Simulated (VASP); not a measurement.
Consider the following.

```
MnGe2
1.0
    4.44668     0.00000     0.00000
   -2.22334     3.85094     0.00000
    0.00000     0.00000     2.49119
Mn Ge
1 2
Direct
  0.00000   0.00000   0.00000
  0.33333   0.66667   0.50000
  0.66667   0.33333   0.50000
```

These are PBEsol GGA, VASP's PBE PAW potentials (set 64) (plane waves; VASP) values and carry that method's errors. Settings: 400 eV cut-off, Gaussian smearing of 0.050 eV, potentials Mn_pv Ge_d.

Q: Give the energies of bands 15 to 23 at the high-symmetry points, in eV from the Fermi level.

A: 
| band | Γ | M | K | A | L | H |
|---|---|---|---|---|---|---|
| 15 | -6.70 | -11.32 | -11.91 | -7.38 | -5.98 | -7.10 |
| 16 | -5.33 | -5.89 | -7.80 | -2.65 | -5.63 | -5.04 |
| 17 | -5.33 | -4.99 | -2.47 | -2.65 | -4.67 | -5.04 |
| 18 | -2.82 | -2.15 | -1.92 | -1.31 | -3.80 | -3.24 |
| 19 | -1.42 | -1.53 | -1.92 | -0.89 | -0.52 | -0.89 |
| 20 | -1.42 | 0.22 | 0.37 | -0.89 | -0.46 | -0.89 |
| 21 | 0.41 | 0.34 | 0.37 | -0.35 | -0.42 | -0.89 |
| 22 | 0.41 | 0.41 | 1.64 | -0.35 | 0.63 | -0.09 |
| 23 | 1.15 | 3.39 | 1.64 | -0.29 | 1.07 | -0.09 |

It has no gap at this level: it comes out as a metal or semimetal.

The structure was generated: MnGe2 was put into the AlB2 type (P6/mmm), which need not be its known phase. It was relaxed first, which changed the volume by -49 %. The run is not spin-polarised, so no magnetic state was tried. The electron count is odd and the run is not spin-polarised, which forces a metal.
